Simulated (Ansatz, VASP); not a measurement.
# Co in two plane-wave programs

One calculation is typed for both programs; each brings its own data sets. How far apart do they land? The cell is taken from a series of runs on this material, whose earlier steps may have relaxed, scaled, displaced or heated it; both programs get it as it stands.

Main program and level: Ansatz 0.2.0; plane waves, with VASP 6.6.1 beside it; single point at r2SCAN.

### Step 1. Set-up

It takes space group P6_3/mmc (No. 194, hexagonal). Conventional cell: a = 2.385 Å, b = 2.385 Å, c = 7.809 Å, α = 90.00°, β = 90.00°, γ = 120.00°. Nearest to Co lie 12 Co at 2.39 Å. Nearest to Co lie 12 Co at 2.39 Å.

### Step 2. Ansatz: single point, r2SCAN, pair 1

Ansatz runs on its default PAW (the set named soft_2) files.

A single point gives forces, pressure and levels at one fixed geometry, so differences don't come from the geometry; what else differs is listed under the comparison.

File input.yaml:

```yaml
crystal:
  lattice:
    - [2.38530117, 0.0, 0.0]
    - [-1.19265059, 2.06573141, 0.0]
    - [0.0, 0.0, 7.80910387]
  atoms:
    - { symbol: Co, position: [0.0, 0.0, 0.0], spin: 0.6 }
    - { symbol: Co, position: [0.33333333, 0.66666667, 0.25], spin: 0.6 }
    - { symbol: Co, position: [0.0, 0.0, 0.5], spin: 0.6 }
    - { symbol: Co, position: [0.66666667, 0.33333333, 0.75], spin: 0.6 }
magnetization:
  spin_polarized: true
kpoints:
  mp_grid: { grid: [19, 19, 5] }
hamiltonian:
  xc: r2scan
scf:
  occupations: { method: fermi_dirac, width: 0.1 }
  max_iter: 120
  convergence: { dr2_threshold: 1.0e-08 }
basis:
  ecutwfc: 500.0
output:
  stress: true
```

The run is started by

```
$ ansatz run input.yaml --threads 1 --pin off --max-ram 2048MiB --backend cpu --events-out ev --progress --plain --runs-dir out
```

Numbers of over 12 decimals in the logs are rounded to 6 here.

What it wrote:

```text
Warning: output.stress: scf.convergence.dr2_threshold = 1e-8 eV is looser than the 4e-10 eV advised for a printed stress (1e-10 eV for each atom of the cell: 4). What an SCF threshold leaves in a stress goes as its square root, and in the free energy as the threshold itself, and one threshold admits the most on a small cell: [figures from the program's tests cut] Set scf.convergence.dr2_threshold to 4e-10 eV or tighter. The threshold is an SCF's pass mark: one that does not reach it within its budget of iterations ends unconverged, or closes short of it on a stop that the run arms, and scf.convergence.dr2_threshold's page says what that costs each kind of run
Engine: ansatz 0.2.0, aarch64-unknown-linux-gnu
Pseudopotentials: kind: paw
Pseudopotential: Co, paw, valence charge 17, recommended cutoff 500 eV (meta_gga), Co.paw.azcp
Functional definition: r2SCAN
  parameter k0 = 0.174
  parameter k1 = 0.065
  parameter a1 = 4.9479
  exchange = r2scan_x(k0 = k0, k1 = k1, a1 = a1)
  correlation = r2scan_c
Crystal: 4 atoms, lattice volume = 38.479 Å³
Basis set: ecut = 500 eV, 1019 PW (Γ), exchange–correlation on 72×72×240 points (64 copies of the dense FFT grid, shifted against one another)
Bands: 43, of which v1, the nominal top of the filled ones, is band 34 counted from 1 (33 counted from 0)
Symmetry: 24 space group operations
Space group: P63/mmc (ITA 194), of the structure as read, at distance tolerance 3.4e-5 Å
Magnetic group: BNS 194.263 (UNI 1493), of the structure as read, at distance tolerance 3.4e-5 Å
k-points: 120 of 1805
Non-local potential: Co, projectors of the file, l = 0: 3, l = 1: 2, l = 2: 3, l = 3: 1
PAW form: soft (Blöchl's): semilocal exchange-correlation on the pseudo side does not see the compensation charge
PAW frozen core: Co, regenerated for the run's functional (the file was generated under x = pbe(κ = 0.804, μ = 0.219515), c = pbe(β = 0.066725))
PAW one-centre angular grid: Co, 590 points (default); XC on 160 Gauss nodes
Initial density: superposition of atomic densities (chi_scale 0.1, normalization cell)
Starting moments: Σ|m| = 2.4 μB on 4 of 4 sites
Initial wavefunctions: pseudopotential atomic-orbital guess
Functional: x = r2scan, c = r2scan; τ floored in thin density (d = 2e-4 eV/Å³)
SCF iter   1: F=—  HF=-20521.855534 eV  |F-HF|=—  |Δ(HF+E_count)|=         —  Δρ=1.04e-1 (↑4.82e-2 ↓1.04e-1)  dr2=5.02e0  dr2_τ=3.95e-2  dr2_m=2.95e-1  M=2.638 μB ∫|m|=2.738 μB  β_m=1.00  ethr=3.10e-3  ⟨swp⟩=5.9  Hψ=32807  notcnv=0  defer=1
Mixer restart at iter 1: flushing history
preconditioner: auto → none  [metal: Δε(μ)=0.001 eV  Ē_g=7.856 eV  σ=0.100 eV  W_gap=0.00  n_scr=6 (ndim 8)  ℏωp=35.9 eV  f_vac=0.000  D(μ)=7.87/eV (n_scr^D=140)  sad-step TF]
SCF iter   2: F=—  HF=-20520.574672 eV  |F-HF|=—  |Δ(HF+E_count)|=    1.28e0  Δρ=3.42e-2 (↑1.24e-2 ↓3.42e-2)  dr2=3.63e-1  dr2_τ=4.75e-2  dr2_m=1.15e-1  M=2.925 μB ∫|m|=3.151 μB  β_m=1.00  ethr=3.10e-3  ⟨swp⟩=2.5  Hψ=18275  notcnv=0  defer=94  κ⁻¹=1.0e0(r=1)
SCF iter   3: F=—  HF=-20522.337883 eV  |F-HF|=—  |Δ(HF+E_count)|=    1.76e0  Δρ=2.10e-2 (↑2.10e-2 ↓9.92e-3)  dr2=2.88e-2  dr2_τ=2.05e-3  dr2_m=6.62e-2  M=3.297 μB ∫|m|=3.608 μB  β_m=1.00  ethr=5.34e-4  ⟨swp⟩=2.3  Hψ=15648  notcnv=0  defer=96  κ⁻¹=3.0e-2(r=2)
SCF iter   4: F=—  HF=-20526.027701 eV  |F-HF|=—  |Δ(HF+E_count)|=         —  Δρ=1.88e-1 (↑1.74e-1 ↓1.88e-1)  dr2=1.33e-1  dr2_τ=9.70e-2  dr2_m=1.15e1  M=7.367 μB ∫|m|=7.830 μB  β_m=1.00  ethr=4.23e-5  ⟨swp⟩=2.5  Hψ=18764  notcnv=0  defer=96
Mixer restart at iter 4: flushing history
SCF iter   5: F=—  HF=-20526.077626 eV  |F-HF|=—  |Δ(HF+E_count)|=   4.99e-2  Δρ=5.29e-2 (↑5.22e-2 ↓5.29e-2)  dr2=2.31e0  dr2_τ=4.52e-3  dr2_m=1.47e-2  M=6.883 μB ∫|m|=7.769 μB  β_m=1.00  ethr=7.35e-5  ⟨swp⟩=3.3  Hψ=25370  notcnv=0  defer=105
SCF iter   6: F=—  HF=-20525.751494 eV  |F-HF|=—  |Δ(HF+E_count)|=   3.26e-1  Δρ=5.01e-3 (↑4.64e-3 ↓5.01e-3)  dr2=1.29e-2  dr2_τ=1.30e-2  dr2_m=1.50e-3  M=6.881 μB ∫|m|=7.848 μB  β_m=1.00  ethr=7.35e-5  ⟨swp⟩=3.1  Hψ=27541  notcnv=0  defer=164  κ⁻¹=1.0e0(r=1)
SCF iter   7: F=—  HF=-20525.787577 eV  |F-HF|=—  |Δ(HF+E_count)|=   3.61e-2  Δρ=4.70e-3 (↑4.70e-3 ↓4.62e-3)  dr2=2.51e-2  dr2_τ=2.00e-4  dr2_m=1.71e-4  M=6.861 μB ∫|m|=7.859 μB  β_m=1.00  ethr=1.90e-5  ⟨swp⟩=2.1  Hψ=20735  notcnv=0  defer=164  κ⁻¹=1.1e-2(r=2)
SCF iter   8: F=—  HF=-20525.809399 eV  |F-HF|=—  |Δ(HF+E_count)|=   2.18e-2  Δρ=3.52e-3 (↑2.76e-3 ↓3.52e-3)  dr2=1.15e-2  dr2_τ=1.03e-4  dr2_m=1.76e-4  M=6.849 μB ∫|m|=7.858 μB  β_m=1.00  ethr=1.90e-5  ⟨swp⟩=1.7  Hψ=11743  notcnv=0  defer=164  κ⁻¹=1.8e-3(r=3)
SCF iter   9: F=—  HF=-20525.822632 eV  |F-HF|=—  |Δ(HF+E_count)|=   1.32e-2  Δρ=2.31e-3 (↑1.65e-3 ↓2.31e-3)  dr2=4.51e-3  dr2_τ=4.87e-5  dr2_m=7.04e-5  M=6.839 μB ∫|m|=7.853 μB  β_m=1.00  ethr=1.70e-5  ⟨swp⟩=1.0  Hψ=10323  notcnv=0  defer=164  κ⁻¹=2.0e-4(r=4)
SCF iter  10: F=—  HF=-20525.836458 eV  |F-HF|=—  |Δ(HF+E_count)|=   1.38e-2  Δρ=5.51e-4 (↑3.24e-4 ↓5.51e-4)  dr2=9.24e-5  dr2_τ=1.95e-6  dr2_m=3.97e-5  M=6.820 μB ∫|m|=7.835 μB  β_m=1.00  ethr=6.64e-6  ⟨swp⟩=2.2  Hψ=15884  notcnv=0  defer=164  κ⁻¹=2.3e-5(r=5)
SCF iter  11: F=—  HF=-20525.837378 eV  |F-HF|=—  |Δ(HF+E_count)|=   9.20e-4  Δρ=1.51e-4 (↑1.51e-4 ↓9.55e-5)  dr2=8.83e-6  dr2_τ=1.83e-7  dr2_m=6.27e-7  M=6.814 μB ∫|m|=7.826 μB  β_m=1.00  ethr=1.36e-7  ⟨swp⟩=2.0  Hψ=18567  notcnv=0  defer=164  κ⁻¹=5.3e-7(r=6)
SCF iter  12: F=—  HF=-20525.837405 eV  |F-HF|=—  |Δ(HF+E_count)|=   2.66e-5  Δρ=8.89e-5 (↑8.89e-5 ↓6.45e-5)  dr2=2.96e-6  dr2_τ=4.52e-8  dr2_m=4.46e-7  M=6.813 μB ∫|m|=7.824 μB  β_m=1.00  ethr=1.30e-8  ⟨swp⟩=2.2  Hψ=17071  notcnv=0  defer=164  κ⁻¹=1.1e-7(r=7)
SCF iter  13: F=—  HF=-20525.837420 eV  |F-HF|=—  |Δ(HF+E_count)|=   1.55e-5  Δρ=5.07e-5 (↑1.68e-5 ↓5.07e-5)  dr2=8.15e-7  dr2_τ=1.47e-8  dr2_m=2.06e-7  M=6.812 μB ∫|m|=7.821 μB  β_m=1.00  ethr=4.35e-9  ⟨swp⟩=2.0  Hψ=18595  notcnv=0  defer=164  κ⁻¹=2.3e-8(r=8)
SCF iter  14: F=—  HF=-20525.837422 eV  |F-HF|=—  |Δ(HF+E_count)|=   1.46e-6  Δρ=1.97e-5 (↑1.39e-5 ↓1.97e-5)  dr2=1.09e-7  dr2_τ=3.63e-9  dr2_m=7.01e-9  M=6.811 μB ∫|m|=7.821 μB  β_m=1.00  ethr=1.20e-9  ⟨swp⟩=2.5  Hψ=19250  notcnv=0  defer=164  κ⁻¹=1.9e-7(r=8)
SCF iter  15: F=—  HF=-20525.837422 eV  |F-HF|=—  |Δ(HF+E_count)|=   5.70e-7  Δρ=1.13e-5 (↑6.98e-6 ↓1.13e-5)  dr2=3.62e-8  dr2_τ=8.92e-10  dr2_m=5.15e-9  M=6.811 μB ∫|m|=7.821 μB  β_m=1.00  ethr=1.61e-10  ⟨swp⟩=2.0  Hψ=18253  notcnv=0  defer=164  κ⁻¹=3.3e-7(r=8)
SCF iter  16: F=—  HF=-20525.837422 eV  |F-HF|=—  |Δ(HF+E_count)|=   1.54e-7  Δρ=4.40e-6 (↑3.15e-6 ↓4.40e-6)  dr2=2.82e-9  dr2_τ=2.33e-10  dr2_m=5.72e-10  M=6.811 μB ∫|m|=7.821 μB  β_m=1.00  ethr=5.32e-11  ⟨swp⟩=2.1  Hψ=18367  notcnv=0  defer=164  κ⁻¹=1.1e-7(r=8)
SCF iter  17: F=—  HF=-20525.837422 eV  |F-HF|=—  |Δ(HF+E_count)|=   1.94e-8  Δρ=2.59e-6 (↑2.47e-6 ↓2.59e-6)  dr2=1.74e-9  dr2_τ=1.03e-10  dr2_m=3.74e-10  M=6.811 μB ∫|m|=7.821 μB  β_m=1.00  ethr=4.14e-12  ⟨swp⟩=2.0  Hψ=18160  notcnv=0  defer=164  κ⁻¹=6.5e-8(r=8)
SCF iter  18: F=-20525.837422 eV  HF=-20525.837422 eV  |F-HF|=3.18e-9  |Δ(HF+E_count)|=   2.00e-8  Δρ=1.31e-6 (↑8.49e-7 ↓1.31e-6)  dr2=4.12e-10  dr2_τ=9.45e-12  dr2_m=1.45e-10  M=6.811 μB ∫|m|=7.821 μB  ethr=2.56e-12  ⟨swp⟩=2.2  Hψ=36005  notcnv=0
SCF 1 converged in 18 iterations: F = -20525.837422 eV  dr2 = 4.12e-10
  greatest PAW one-centre occupation: 1.004 electrons in one spin orbital (limit 2), on the Co atom at site 2 (counted from 0), in its partial waves of l = 1
this state was not tested for a lower state beside it, because the mixer in use, unlike msr1, does not test its closes by its own steps (another_mixer; see scf.mixing.algorithm and scf.lower_state_search)
SCF converged after 18 iterations
Magnetization: 6.8113 μB (37.4057 up, 30.5943 down)
Absolute magnetization: 7.8290 μB (∫|ρ↑−ρ↓|, with the PAW one-centre terms)
Spin contamination: 0.2035 ħ² per cell (⟨S²⟩ above its minimum at these occupations)
Per-site moments (μB) at R_I (Å): [(1.803709, 0.983937), (1.829563, 0.983937), (1.803709, 0.983937), (1.829563, 0.983937)]
Free energy (F): -20525.837422 eV
Harris-Foulkes:  -20525.837422 eV  (|F-HF|=3.18e-9)
Internal energy: -20525.751141 eV  (E = F + TS)
E sigma→0 (E₀):  -20525.794282 eV
Entropy (-TS):   -0.086281 eV (-21.570 meV/atom)
Fermi energy:    21.702583 eV
--- Per-component energies (eV) ---
  E_band       = -893.199302
  E_kinetic    = 1832.592801
  E_local      = -10644.350781  (includes V_loc(G=0)·N_el)
  E_nonlocal   = 1826.172920
  E_hartree    = 4498.725649
  E_xc         = -636.251346
  E_vxc        = -928.319423  (∫ρ·V_xc dr)
  E_paw        = -6098.527321  (= ΣΔE_a)
  E_vpaw       = -2036.188474  (= ΣTr[D̂ρ^β])
  E_aug_tail   = 0.000124  (compensation charges beyond the density's cutoff)
  E_vtau       = 59.443865  (kinetic-family band-sum trace: ∫τ·v_τ [+ j·A + Jᵃ·Aᵃ] dr)
  E_ewald      = -11302.932363
  E_core_change = -1.180825  (= ΣΔE_core)
  E_smearing   = -0.086281  (= −TS)
  E_closure    = -0.000000  (closes the sum)
  Σ components = -20525.837422   (vs F -20525.837422, Δ=0.00e0)
--- Stress (GPa, compression-positive) ---
       30.927257       0.000000       0.000000
        0.000000      30.927257       0.000000
        0.000000       0.000000      28.606788
  P = ⅓ Tr σ = 30.1538 GPa (301.538 kbar)
```

Reading the cycles: dr2 is the Hartree energy of the density residual (eV), the measure of convergence; HF is the Harris–Foulkes estimate of the energy, which meets the free energy F at convergence.

The run ends at a pressure of 30.15 GPa.

### Step 3. VASP: single point, r2SCAN, pair 1

The same cell, functional, mesh and smearing now go to VASP, with its own data sets.

Lines of VASP's logs that name or quote its potential files are left out, and so is its time.

File INCAR:

```
SYSTEM = Co
PREC = Accurate
ENCUT = 660
EDIFF = 1E-06
NELM = 200
ISMEAR = -1
SIGMA = 0.1
LREAL = .FALSE.
ALGO = Normal
METAGGA = R2SCAN
LASPH = .TRUE.
NBANDS = 31
ISPIN = 2
MAGMOM = 1.8 1.83 1.8 1.83
LMAXMIX = 4
LORBIT = 11
LWAVE = .FALSE.
LCHARG = .FALSE.
ISIF = 2
GGA_COMPAT = .FALSE.
LMIXTAU = .TRUE.
KPAR = 2
```

File POSCAR:

```
Co
1.0
    2.3853011700      0.0000000000      0.0000000000
   -1.1926505900      2.0657314100      0.0000000000
    0.0000000000      0.0000000000      7.8091038700
Co
4
Direct
    0.0000000000      0.0000000000      1.0000000000
    0.3333333333      0.6666666667      0.2500000000
    0.0000000000      0.0000000000      0.5000000000
    0.6666666667      0.3333333333      0.7500000000
```

File KPOINTS:

```
Automatic mesh
0
Gamma
19 19 5
0 0 0
```

PAW data sets: Co (PBE family, release 64).

The run is started by

```
$ mpirun -np 2 vasp_std
```

What it wrote:

```text
[banner, memory and clock lines left out]
running    2 mpi-ranks, on    1 nodes
 distrk:  each k-point on    1 cores,    2 groups
 distr:  one band on    1 cores,    1 groups

 POSCAR found type information on POSCAR Co
 POSCAR found :  1 types and       4 ions
|                                                                             |
|               ----> ADVICE to this user running VASP <----                  |
|                                                                             |
|     You enforced a specific xc type in the INCAR file but a different       |
|     [... a line on the potential file left out ...]
|     I HOPE YOU KNOW WHAT YOU ARE DOING!                                     |
|                                                                             |

 LDA part: xc-table for (None), standard interpolation
 POSCAR, INCAR and KPOINTS ok, starting setup
 FFT: planning ... GRIDC
 FFT: planning ... GRID_SOFT
 FFT: planning ... GRID
 WAVECAR not read
 entering main loop
       N       E                     dE             d eps       ncg     rms          rms(c)
DAV:   1     0.247250359708E+03    0.24725E+03   -0.18230E+04 15160   0.196E+03
DAV:   2    -0.412050892914E+02   -0.28846E+03   -0.26609E+03 14922   0.348E+02
DAV:   3    -0.617362236749E+02   -0.20531E+02   -0.19429E+02 16413   0.123E+02
DAV:   4    -0.621423464740E+02   -0.40612E+00   -0.40537E+00 18652   0.167E+01
DAV:   5    -0.621613044651E+02   -0.18958E-01   -0.18956E-01 21535   0.280E+00    0.280E+01
DAV:   6    -0.547069504991E+02    0.74544E+01   -0.32400E+01 16702   0.898E+01    0.115E+01
DAV:   7    -0.526411278993E+02    0.20658E+01   -0.41579E+00 17722   0.369E+01    0.107E+01
DAV:   8    -0.533591222353E+02   -0.71799E+00   -0.50604E+00 18760   0.496E+01    0.136E+01
DAV:   9    -0.525962277128E+02    0.76289E+00   -0.20587E+00 18980   0.341E+01    0.334E+00
DAV:  10    -0.525431816799E+02    0.53046E-01   -0.20852E-01 21612   0.685E+00    0.840E-01
DAV:  11    -0.525541441354E+02   -0.10962E-01   -0.24539E-02 16822   0.157E+00    0.482E-01
DAV:  12    -0.525593490521E+02   -0.52049E-02   -0.31096E-03 22378   0.719E-01    0.203E-01
DAV:  13    -0.525613633104E+02   -0.20143E-02   -0.20550E-03 18831   0.453E-01    0.130E-01
DAV:  14    -0.525613131613E+02    0.50149E-04   -0.32851E-04 22977   0.245E-01    0.668E-02
DAV:  15    -0.525615601241E+02   -0.24696E-03   -0.26911E-04 19262   0.218E-01    0.274E-02
DAV:  16    -0.525615786689E+02   -0.18545E-04   -0.48690E-05 20908   0.821E-02    0.253E-02
DAV:  17    -0.525615766184E+02    0.20505E-05   -0.11619E-05 16619   0.614E-02    0.971E-03
DAV:  18    -0.525615732427E+02    0.33756E-05   -0.26666E-06  9799   0.345E-02    0.540E-03
DAV:  19    -0.525615734602E+02   -0.21745E-06   -0.22390E-06 11390   0.168E-02
   1 F= -.52561573E+02 E0= -.52517400E+02  d E =-.883464E-01  mag=     6.7858
```

(Continued in part 2 of 2.)

[Lines on the potential files, build, host, timing and source positions are cut from VASP's logs without a mark.]

[Logs are printed without paths, hosts, clocks, repeated set-up lines and the standing remarks that a program may print on its own settings, such as how far it seeks lower states.]

[Hosts, paths, dates, database ids (printed as entryN), source tags and the programs' standing remarks are cut or masked in the printed files.]
